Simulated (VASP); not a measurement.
Level of theory: PBE GGA, VASP's PBE PAW potentials (set 64) (plane waves; VASP).

VASP ran on this input.

INCAR:
```
! general
SYSTEM   =  Zn35O36
PREC     =  Normal
ENCUT    =  400   ! plane-wave cut-off (eV)
LREAL    =  Auto   ! projection in real space or not
LASPH    =  .TRUE.   ! aspherical one-centre terms
ISYM     =  0
NELECT   =  635.0

! electronic loop
EDIFF    =  1E-5
NELM     =  100   ! most electronic steps
NELMIN   =  4
ALGO     =  Fast
LMAXMIX  =  4   ! l cut-off of mixed one-centre charges

! smearing
ISMEAR   =  0   ! Gaussian
SIGMA    =  0.05   ! width (eV)

! functional
GGA      =  PE

! spin
ISPIN    =  2
MAGMOM   =  71*0.0423
NUPDOWN  =  3

! ions
IBRION   =  2
NSW      =  60   ! most ionic steps
ISIF     =  2   ! forces and stress, cell fixed
EDIFFG   =  -0.03   ! ionic stop

! output
LWAVE    =  .FALSE.
LCHARG   =  .FALSE.
LORBIT   =  10
```

File POSCAR:
```
Zn35O36
1.0
  4.9323206900  -8.5430313936   0.0000000000
  4.9323206900   8.5430313936   0.0000000000
  0.0000000000   0.0000000000  10.5847753959
Zn O
35 36
direct
  0.2222220000   0.1111110000   0.2500000000
  0.1111110000   0.2222220000   0.0000000000
  0.2222220000   0.1111110000   0.7500000000
  0.1111110000   0.2222220000   0.5000000000
  0.2222220000   0.4444440000   0.2500000000
  0.1111110000   0.5555560000   0.0000000000
  0.2222220000   0.4444440000   0.7500000000
  0.1111110000   0.5555560000   0.5000000000
  0.2222220000   0.7777780000   0.2500000000
  0.1111110000   0.8888890000   0.0000000000
  0.2222220000   0.7777780000   0.7500000000
  0.1111110000   0.8888890000   0.5000000000
  0.5555560000   0.1111110000   0.2500000000
  0.4444440000   0.2222220000   0.0000000000
  0.5555560000   0.1111110000   0.7500000000
  0.4444440000   0.2222220000   0.5000000000
  0.5555560000   0.4444440000   0.2500000000
  0.4444440000   0.5555560000   0.0000000000
  0.5555560000   0.4444440000   0.7500000000
  0.5555560000   0.7777780000   0.2500000000
  0.4444440000   0.8888890000   0.0000000000
  0.5555560000   0.7777780000   0.7500000000
  0.4444440000   0.8888890000   0.5000000000
  0.8888890000   0.1111110000   0.2500000000
  0.7777780000   0.2222220000   0.0000000000
  0.8888890000   0.1111110000   0.7500000000
  0.7777780000   0.2222220000   0.5000000000
  0.8888890000   0.4444440000   0.2500000000
  0.7777780000   0.5555560000   0.0000000000
  0.8888890000   0.4444440000   0.7500000000
  0.7777780000   0.5555560000   0.5000000000
  0.8888890000   0.7777780000   0.2500000000
  0.7777780000   0.8888890000   0.0000000000
  0.8888890000   0.7777780000   0.7500000000
  0.7777780000   0.8888890000   0.5000000000
  0.2222220000   0.1111110000   0.4410000000
  0.1111110000   0.2222220000   0.1910000000
  0.2222220000   0.1111110000   0.9410000000
  0.1111110000   0.2222220000   0.6910000000
  0.2230370000   0.4445880000   0.4365480000
  0.1111110000   0.5555560000   0.1910000000
  0.2222220000   0.4444440000   0.9410000000
  0.1111110000   0.5555560000   0.6910000000
  0.2222220000   0.7777780000   0.4410000000
  0.1111110000   0.8888890000   0.1910000000
  0.2222220000   0.7777780000   0.9410000000
  0.1111110000   0.8888890000   0.6910000000
  0.5555560000   0.1111110000   0.4410000000
  0.4444440000   0.2222220000   0.1910000000
  0.5555560000   0.1111110000   0.9410000000
  0.4444440000   0.2222220000   0.6910000000
  0.5520270000   0.4441260000   0.4382520000
  0.4444440000   0.5555560000   0.1910000000
  0.5555560000   0.4444440000   0.9410000000
  0.4435870000   0.5494460000   0.6902590000
  0.5516210000   0.7788250000   0.4364690000
  0.4444440000   0.8888890000   0.1910000000
  0.5555560000   0.7777780000   0.9410000000
  0.4444440000   0.8888890000   0.6910000000
  0.8888890000   0.1111110000   0.4410000000
  0.7777780000   0.2222220000   0.1910000000
  0.8888890000   0.1111110000   0.9410000000
  0.7777780000   0.2222220000   0.6910000000
  0.8888890000   0.4444440000   0.4410000000
  0.7777780000   0.5555560000   0.1910000000
  0.8888890000   0.4444440000   0.9410000000
  0.7777780000   0.5555560000   0.6910000000
  0.8888890000   0.7777780000   0.4410000000
  0.7777780000   0.8888890000   0.1910000000
  0.8888890000   0.7777780000   0.9410000000
  0.7777780000   0.8888890000   0.6910000000
```

**KPOINTS**
```
Automatic mesh
0
Gamma
1 1 1
0 0 0
```

POTCAR, in this order: Zn O (PBE.64 set). Program: vasp_gam.

The run wrote:

File OSZICAR:
```
...
RMM:   3    -0.314526405144E+03   -0.70883E-02   -0.13359E-01  1533   0.718E-01    0.708E-01
RMM:   4    -0.314525287010E+03    0.11181E-02   -0.18655E-02  1579   0.265E-01    0.475E-01
RMM:   5    -0.314524595643E+03    0.69137E-03   -0.77113E-03  1537   0.143E-01    0.341E-01
RMM:   6    -0.314524391492E+03    0.20415E-03   -0.28445E-03  1539   0.864E-02    0.121E-01
RMM:   7    -0.314524404180E+03   -0.12689E-04   -0.39862E-04  1536   0.395E-02    0.510E-02
RMM:   8    -0.314524408705E+03   -0.45250E-05   -0.14013E-04  1326   0.193E-02    0.303E-02
RMM:   9    -0.314524412689E+03   -0.39832E-05   -0.42223E-05  1079   0.108E-02
   3 F= -.31452441E+03 E0= -.31452261E+03  d E =-.453515E+00  mag=     3.0000
       N       E                     dE             d eps       ncg     rms          rms(c)
DAV:   1    -0.314524701293E+03   -0.29259E-03   -0.20302E+01  1592   0.814E+00    0.938E-01
RMM:   2    -0.314570863890E+03   -0.46163E-01   -0.48735E-01  1532   0.136E+00    0.863E-01
RMM:   3    -0.314573758027E+03   -0.28941E-02   -0.63369E-02  1532   0.507E-01    0.439E-01
RMM:   4    -0.314573385743E+03    0.37228E-03   -0.70203E-03  1584   0.179E-01    0.312E-01
RMM:   5    -0.314572971532E+03    0.41421E-03   -0.28547E-03  1536   0.990E-02    0.238E-01
RMM:   6    -0.314572818639E+03    0.15289E-03   -0.11242E-03  1535   0.575E-02    0.116E-01
RMM:   7    -0.314572794645E+03    0.23994E-04   -0.19331E-04  1426   0.272E-02    0.390E-02
RMM:   8    -0.314572803456E+03   -0.88110E-05   -0.60442E-05  1102   0.129E-02
   4 F= -.31457280E+03 E0= -.31457078E+03  d E =-.483908E-01  mag=     3.0000
       N       E                     dE             d eps       ncg     rms          rms(c)
DAV:   1    -0.314540852962E+03    0.31942E-01   -0.20784E+01  1576   0.823E+00    0.944E-01
RMM:   2    -0.314588173272E+03   -0.47320E-01   -0.50004E-01  1532   0.138E+00    0.851E-01
RMM:   3    -0.314591334668E+03   -0.31614E-02   -0.65029E-02  1532   0.514E-01    0.441E-01
RMM:   4    -0.314590979958E+03    0.35471E-03   -0.71877E-03  1580   0.182E-01    0.316E-01
RMM:   5    -0.314590557417E+03    0.42254E-03   -0.27380E-03  1536   0.974E-02    0.242E-01
RMM:   6    -0.314590404125E+03    0.15329E-03   -0.12258E-03  1535   0.592E-02    0.121E-01
RMM:   7    -0.314590373618E+03    0.30507E-04   -0.20419E-04  1443   0.286E-02    0.398E-02
RMM:   8    -0.314590383359E+03   -0.97409E-05   -0.64512E-05  1118   0.134E-02
   5 F= -.31459038E+03 E0= -.31458813E+03  d E =-.659707E-01  mag=     3.0000
       N       E                     dE             d eps       ncg     rms          rms(c)
DAV:   1    -0.314581541884E+03    0.88317E-02   -0.16857E+01  1616   0.714E+00    0.686E-01
RMM:   2    -0.314614114311E+03   -0.32572E-01   -0.33804E-01  1532   0.104E+00    0.602E-01
RMM:   3    -0.314616269401E+03   -0.21551E-02   -0.41914E-02  1532   0.379E-01    0.330E-01
RMM:   4    -0.314616093320E+03    0.17608E-03   -0.44038E-03  1561   0.134E-01    0.227E-01
RMM:   5    -0.314615761363E+03    0.33196E-03   -0.18015E-03  1535   0.736E-02    0.193E-01
RMM:   6    -0.314615630813E+03    0.13055E-03   -0.81228E-04  1529   0.458E-02    0.110E-01
RMM:   7    -0.314615612082E+03    0.18731E-04   -0.14773E-04  1358   0.236E-02    0.367E-02
RMM:   8    -0.314615622023E+03   -0.99408E-05   -0.38578E-05  1039   0.115E-02
   6 F= -.31461562E+03 E0= -.31461294E+03  d E =-.252387E-01  mag=     3.0000
       N       E                     dE             d eps       ncg     rms          rms(c)
DAV:   1    -0.314577719391E+03    0.37893E-01   -0.23432E+01  1602   0.840E+00    0.807E-01
RMM:   2    -0.314622939537E+03   -0.45220E-01   -0.46939E-01  1532   0.123E+00    0.693E-01
RMM:   3    -0.314626210947E+03   -0.32714E-02   -0.58481E-02  1532   0.447E-01    0.387E-01
RMM:   4    -0.314625941298E+03    0.26965E-03   -0.60934E-03  1562   0.157E-01    0.264E-01
RMM:   5    -0.314625490180E+03    0.45112E-03   -0.27689E-03  1536   0.898E-02    0.229E-01
RMM:   6    -0.314625262098E+03    0.22808E-03   -0.90282E-04  1534   0.503E-02    0.103E-01
RMM:   7    -0.314625284932E+03   -0.22834E-04   -0.17869E-04  1389   0.251E-02    0.485E-02
RMM:   8    -0.314625292721E+03   -0.77892E-05   -0.47464E-05  1069   0.123E-02
   7 F= -.31462529E+03 E0= -.31462203E+03  d E =-.349094E-01  mag=     3.0000
       N       E                     dE             d eps       ncg     rms          rms(c)
DAV:   1    -0.314595027551E+03    0.30257E-01   -0.18069E+01  1562   0.749E+00    0.760E-01
RMM:   2    -0.314633766892E+03   -0.38739E-01   -0.40794E-01  1532   0.118E+00    0.599E-01
RMM:   3    -0.314637125271E+03   -0.33584E-02   -0.53964E-02  1532   0.445E-01    0.334E-01
RMM:   4    -0.314636886255E+03    0.23902E-03   -0.53833E-03  1544   0.151E-01    0.230E-01
RMM:   5    -0.314636478446E+03    0.40781E-03   -0.22862E-03  1537   0.814E-02    0.191E-01
RMM:   6    -0.314636313924E+03    0.16452E-03   -0.73016E-04  1535   0.475E-02    0.813E-02
RMM:   7    -0.314636343120E+03   -0.29196E-04   -0.13995E-04  1366   0.228E-02    0.435E-02
RMM:   8    -0.314636347848E+03   -0.47277E-05   -0.39423E-05  1050   0.114E-02
   8 F= -.31463635E+03 E0= -.31463249E+03  d E =-.110551E-01  mag=     3.0000
       N       E                     dE             d eps       ncg     rms          rms(c)
DAV:   1    -0.314635740555E+03    0.60257E-03   -0.29436E-01  1728   0.954E-01    0.102E-01
RMM:   2    -0.314636401038E+03   -0.66048E-03   -0.69486E-03  1532   0.153E-01    0.851E-02
RMM:   3    -0.314636447475E+03   -0.46437E-04   -0.85740E-04  1522   0.579E-02    0.427E-02
RMM:   4    -0.314636447816E+03   -0.34127E-06   -0.10164E-04  1351   0.202E-02    0.303E-02
RMM:   5    -0.314636443773E+03    0.40428E-05   -0.33046E-05  1005   0.104E-02
   9 F= -.31463644E+03 E0= -.31463250E+03  d E =-.111511E-01  mag=     3.0000
       N       E                     dE             d eps       ncg     rms          rms(c)
DAV:   1    -0.314632369714E+03    0.40781E-02   -0.39114E+00  1584   0.374E+00    0.350E-01
RMM:   2    -0.314640024444E+03   -0.76547E-02   -0.81348E-02  1532   0.574E-01    0.256E-01
RMM:   3    -0.314640631477E+03   -0.60703E-03   -0.10304E-02  1532   0.213E-01    0.150E-01
RMM:   4    -0.314640599938E+03    0.31539E-04   -0.11966E-03  1549   0.735E-02    0.108E-01
RMM:   5    -0.314640536869E+03    0.63069E-04   -0.37165E-04  1523   0.379E-02    0.788E-02
RMM:   6    -0.314640518685E+03    0.18184E-04   -0.96152E-05  1369   0.193E-02    0.410E-02
RMM:   7    -0.314640523457E+03   -0.47723E-05   -0.31688E-05  1020   0.108E-02
  10 F= -.31464052E+03 E0= -.31463634E+03  d E =-.407968E-02  mag=     3.0000
       N       E                     dE             d eps       ncg     rms          rms(c)
DAV:   1    -0.314639299162E+03    0.12195E-02   -0.67559E-01  1592   0.155E+00    0.155E-01
RMM:   2    -0.314640646296E+03   -0.13471E-02   -0.14356E-02  1532   0.241E-01    0.117E-01
RMM:   3    -0.314640754217E+03   -0.10792E-03   -0.18508E-03  1532   0.903E-02    0.659E-02
RMM:   4    -0.314640752879E+03    0.13379E-05   -0.21404E-04  1468   0.313E-02    0.455E-02
RMM:   5    -0.314640745215E+03    0.76643E-05   -0.68133E-05  1208   0.159E-02
  11 F= -.31464075E+03 E0= -.31463646E+03  d E =-.430144E-02  mag=     3.0000
       N       E                     dE             d eps       ncg     rms          rms(c)
DAV:   1    -0.314639069768E+03    0.16831E-02   -0.18560E+00  1600   0.257E+00    0.212E-01
RMM:   2    -0.314641826343E+03   -0.27566E-02   -0.29335E-02  1532   0.352E-01    0.158E-01
RMM:   3    -0.314642032809E+03   -0.20647E-03   -0.37636E-03  1532   0.128E-01    0.102E-01
RMM:   4    -0.314642020622E+03    0.12187E-04   -0.46588E-04  1547   0.460E-02    0.740E-02
RMM:   5    -0.314642004382E+03    0.16240E-04   -0.13855E-04  1430   0.233E-02    0.773E-02
RMM:   6    -0.314641985483E+03    0.18899E-04   -0.49679E-05  1129   0.134E-02    0.294E-02
RMM:   7    -0.314641987605E+03   -0.21226E-05   -0.25060E-05  1001   0.835E-03
  12 F= -.31464199E+03 E0= -.31463768E+03  d E =-.124239E-02  mag=     3.0000
```

OUTCAR:
```
------------------------ aborting loop because EDIFF is reached ----------------------------------------
  FORCE on cell =-STRESS in cart. coord.  units (eV):
  Direction    XX          YY          ZZ          XY          YZ          ZX
  --------------------------------------------------------------------------------------
  Total      -31.0075826    -30.5056094    -33.2750538      0.0002234     -0.0246211     -0.0024823
  in kB      -55.6933755    -54.7917708    -59.7660286      0.0004013     -0.0442225     -0.0044585
  external PRESSURE =     -56.7503916 kB  Pullay stress =       0.0000000 kB
  volume of cell :      892.02
      direct lattice vectors                 reciprocal lattice vectors
     4.932320690 -8.543031394  0.000000000     0.101372160 -0.058527234  0.000000000
     4.932320690  8.543031394  0.000000000     0.101372160  0.058527234  0.000000000
     0.000000000  0.000000000 10.584775396     0.000000000  0.000000000  0.094475316
  FREE ENERGIE OF THE ION-ELECTRON SYSTEM (eV)
  ---------------------------------------------------
  free  energy   TOTEN  =      -314.6419876054 eV

  energy  without entropy=     -314.6333799229  energy(sigma->0) =     -314.63768376

 total charge

# of ion       s       p       d       tot
------------------------------------------
    1        0.440   0.453   9.882  10.775
    2        0.441   0.457   9.884  10.783
    3        0.440   0.454   9.884  10.778
    4        0.449   0.474   9.875  10.799
    5        0.445   0.464   9.873  10.782
    6        0.441   0.457   9.884  10.782
    7        0.445   0.466   9.878  10.789
    8        0.449   0.474   9.875  10.798
    9        0.440   0.453   9.882  10.775
   10        0.439   0.454   9.886  10.779
   11        0.440   0.455   9.884  10.778
   12        0.441   0.457   9.882  10.780
   13        0.438   0.450   9.881  10.768
   14        0.441   0.457   9.884  10.782
   15        0.440   0.455   9.884  10.778
   16        0.449   0.474   9.875  10.798
   17        0.445   0.464   9.873  10.782
   18        0.435   0.443   9.881  10.760
   19        0.445   0.466   9.878  10.789
   20        0.445   0.464   9.873  10.782
   21        0.441   0.457   9.884  10.782
   22        0.445   0.466   9.878  10.789
   23        0.449   0.474   9.875  10.799
   24        0.438   0.450   9.881  10.769
   25        0.439   0.452   9.885  10.775
   26        0.440   0.454   9.884  10.778
   27        0.438   0.450   9.876  10.764
   28        0.438   0.450   9.880  10.768
   29        0.441   0.458   9.884  10.783
   30        0.440   0.455   9.884  10.778
   31        0.449   0.474   9.875  10.798
   32        0.440   0.453   9.882  10.775
   33        0.441   0.457   9.884  10.783
   34        0.440   0.454   9.884  10.778
   35        0.449   0.474   9.875  10.799
   36        1.572   3.450   0.000   5.022
   37        1.573   3.448   0.000   5.021
   38        1.571   3.454   0.000   5.025
   39        1.571   3.453   0.000   5.024
   40        1.582   3.412   0.000   4.994
   41        1.573   3.448   0.000   5.021
   42        1.574   3.447   0.000   5.021
   43        1.571   3.453   0.000   5.024
   44        1.572   3.450   0.000   5.022
   45        1.572   3.453   0.000   5.025
   46        1.571   3.454   0.000   5.025
   47        1.572   3.453   0.000   5.024
   48        1.578   3.435   0.000   5.012
   49        1.573   3.448   0.000   5.021
   50        1.572   3.453   0.000   5.025
   51        1.571   3.453   0.000   5.024
   52        1.582   3.411   0.000   4.994
   53        1.572   3.442   0.000   5.015
   54        1.574   3.448   0.000   5.021
   55        1.579   3.424   0.000   5.003
   56        1.582   3.412   0.000   4.994
   57        1.573   3.448   0.000   5.021
   58        1.574   3.447   0.000   5.021
   59        1.571   3.453   0.000   5.024
   60        1.578   3.435   0.000   5.012
   61        1.572   3.451   0.000   5.023
   62        1.572   3.453   0.000   5.025
   63        1.571   3.453   0.000   5.025
   64        1.578   3.435   0.000   5.012
   65        1.573   3.448   0.000   5.021
   66        1.572   3.453   0.000   5.025
   67        1.571   3.453   0.000   5.024
   68        1.572   3.450   0.000   5.022
   69        1.573   3.448   0.000   5.021
   70        1.571   3.454   0.000   5.025
   71        1.571   3.452   0.000   5.024
--------------------------------------------------
tot         72.126 140.104 345.809 558.039

 magnetization (x)

# of ion       s       p       d       tot
------------------------------------------
    1       -0.002  -0.001   0.012   0.009
    2       -0.002  -0.001   0.013   0.010
    3       -0.001  -0.001   0.011   0.009
    4       -0.005  -0.002   0.034   0.028
    5       -0.004  -0.002   0.031   0.024
    6       -0.002  -0.001   0.013   0.010
    7       -0.003  -0.001   0.026   0.022
    8       -0.004  -0.002   0.034   0.028
    9       -0.002  -0.001   0.012   0.009
   10       -0.001  -0.000   0.008   0.007
...
```
(Selected blocks of OUTCAR.)

**CONTCAR**
```
Zn35O36
   1.00000000000000
     4.9323206900000001   -8.5430313935999997    0.0000000000000000
     4.9323206900000001    8.5430313935999997    0.0000000000000000
     0.0000000000000000    0.0000000000000000   10.5847753958999995
  Zn              O
    35    36
Direct
     0.2222822347634396    0.1113760331053639    0.2506537204744279
     0.1109260008117573    0.2221891048816452    0.0005627948154255
     0.2222163847851708    0.1110606282639123    0.7510926254594645
     0.1131780209448877    0.2242792454983355    0.5008592011627179
     0.2248253831276796    0.4457625768167759    0.2525916967699293
     0.1110387629893566    0.5553454997130192    0.0005968695034251
     0.2237925021144979    0.4449692021192047    0.7478174484325316
     0.1133187541698454    0.5557276890121503    0.5008652394509502
     0.2223203674981125    0.7776478202577644    0.2505941777068009
     0.1110444945981546    0.8888409171783977    0.0011090029508324
     0.2221259913375406    0.7775483320538686    0.7510125411237740
     0.1109476350217556    0.8888332321019974    0.5012972180689784
     0.5548247520070040    0.1107499697269016    0.2514740760736465
     0.4445781168124723    0.2221551019306990    0.0006950906500769
     0.5559579869365491    0.1111371954727261    0.7507434541659458
     0.4440767412843981    0.2244364056179513    0.5008976003304981
     0.5541075421475609    0.4458575236234330    0.2526350806685178
     0.4443894792505363    0.5554448360378533    0.9954340413795441
     0.5546783438892636    0.4449686345907765    0.7480527632713853
     0.5540268497381791    0.7752211486657465    0.2525047031597111
     0.4446071387011345    0.8888748866268387    0.0004010370983482
     0.5544204417448080    0.7756054640569898    0.7475845814866225
     0.4441025564611423    0.8867570125633303    0.5008160126042089
     0.8891817576126962    0.1107148252492935    0.2514206144981829
     0.7777855416959067    0.2222094179159678    0.0019053759163830
     0.8884673712685514    0.1111170562755183    0.7506971436491876
     0.7776139585342750    0.2222647773514303    0.4990599962372396
     0.8892273106454019    0.4451265480417551    0.2515326397536436
     0.7777462448489039    0.5553596621648230    0.0007220785110142
     0.8886593964468598    0.4438253988637403    0.7507873183352524
     0.7754018776223746    0.5556928016085436    0.5008905127450963
     0.8884453569830913    0.7776544371357239    0.2505719126502040
     0.7775898399936706    0.8888875430995850    0.0004848327826739
     0.8886381389136314    0.7775246100886308    0.7510547351440081
     0.7753904492483908    0.8866074630709198    0.5007628397038359
     0.2218077909602902    0.1106034834344086    0.4407263281725680
     0.1110518716207543    0.2219188231455029    0.1894434122015883
     0.2220999403446938    0.1107995430501385    0.9402754253796050
     0.1104277394566805    0.2211609376797623    0.6900786457218884
     0.1991716906006822    0.4329174106034361    0.4338006895957571
     0.1110833917095606    0.5558790846504427    0.1894680909754811
     0.2199326337266530    0.4431804623609425    0.9399811548229704
     0.1105557056978664    0.5556364057408218    0.6901068577978170
     0.2218447308126161    0.7779683948042613    0.4406496801697673
     0.1109683757620059    0.8888588647095443    0.1905691770269731
     0.2220344840279972    0.7778247452485141    0.9401844833820490
     0.1109393240340320    0.8886922566581295    0.6904551027470875
     0.5543177872538989    0.1106647165348986    0.4410290955841862
     0.4440742943725772    0.2219696050885656    0.1895461447204425
     0.5559864900125712    0.1112509596754442    0.9401022543933562
     0.4440283613975320    0.2211855521277063    0.6901297679299977
     0.5667233253878703    0.4331487473356241    0.4339026169618513
     0.4443438636810593    0.5556136878735319    0.1870138886539779
     0.5566771630763993    0.4432396605104269    0.9401620633031037
     0.4443696452489647    0.5551458302514594    0.7097814849867007
     0.5668157445412149    0.8007612996001719    0.4337566240497296
     0.4440071641999517    0.8889396899850051    0.1893189114722618
     0.5565989842413821    0.7798200369325931    0.9398375956014350
     0.4440328070342118    0.8892078033839909    0.6900682045802443
     0.8892195875813422    0.1106209019150664    0.4409617217679928
     0.7777307222807204    0.2222349025323542    0.1915322794822764
     0.8886158464836476    0.1112197345016544    0.9400742811565583
     0.7776976172952753    0.2221160048708395    0.6891726382112344
     0.8893260769964735    0.4455689434115941    0.4410798263200023
     0.7779731075553652    0.5558358728434196    0.1895373763942473
     0.8886951883015562    0.4439965434553825    0.9401661664270942
     0.7784949726888259    0.5556375352772455    0.6901445764426855
     0.8891546870303459    0.7780012519078003    0.4406660737386509
     0.7778912250447366    0.8888571640715056    0.1893678919283909
     0.8890565703275999    0.7777896067444027    0.9402406100106584
     0.7783673642636427    0.8891675363018028    0.6900158811549653
```

At this cut-off the stress carries a Pulay error, which pulls relaxed volumes low. The cell is charged, with a uniform compensating background. The supercell is sampled at Γ alone, which is coarse: total energies, pressure and levels can be off, energies of defects by several tenths of an eV.

The cell is a supercell with a defect, built from ZnO (wurtzite): vac_Zn, charge +1.
